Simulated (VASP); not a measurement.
Mg2Si (antifluorite): the band gap from VASP (plane waves, PAW) at several levels of theory. Gaps are without spin-orbit coupling. Each level names its cell: its own relaxed one, PBE's, or the starting one. A gap is the smallest over the k-mesh and a band path; hybrids may have named points in place of the path, and GW has the mesh alone.

```csv
level,band gap (eV),error against measurement (eV)
LDA (own cell),0.10,-0.67
PBE (own cell),0.21,-0.56
PBEsol (own cell),0.11,-0.66
AM05 (own cell),0.11,-0.66
PBE-D4 (own cell),0.17,-0.60
optB88-vdW (own cell),0.33,-0.44
rev-vdW-DF2 (own cell),0.22,-0.55
```

Measured: 0.77 eV (as given by Byungki Ryu et al., Journal of the Korean Physical Society (2019), arXiv:1905.06140).

The cell of the LDA (own cell) run:

Space group Fm-3m (No. 225); a = 6.2500 Å, b = 6.2500 Å, c = 6.2500 Å, α = 90.00°, β = 90.00°, γ = 90.00°

| atom | site | symmetry | x | y | z |
|---|---|---|---|---|---|
| Mg | 8c | -43m | 0.2500 | 0.2500 | 0.2500 |
| Si | 4a | m-3m | 0.0000 | 0.0000 | 0.0000 |
(The calculation used a cell of 3 atoms; values per cell refer to that cell.)

Only levels that ran to the end are used. Left out are those held back, those with too coarse a band path, GW runs whose mesh misses a band edge, hybrids' fits of cells that aren't cubic and levels without matching references; a question may draw on a part of the rest.

The compound is Mg2Si in the antifluorite structure.
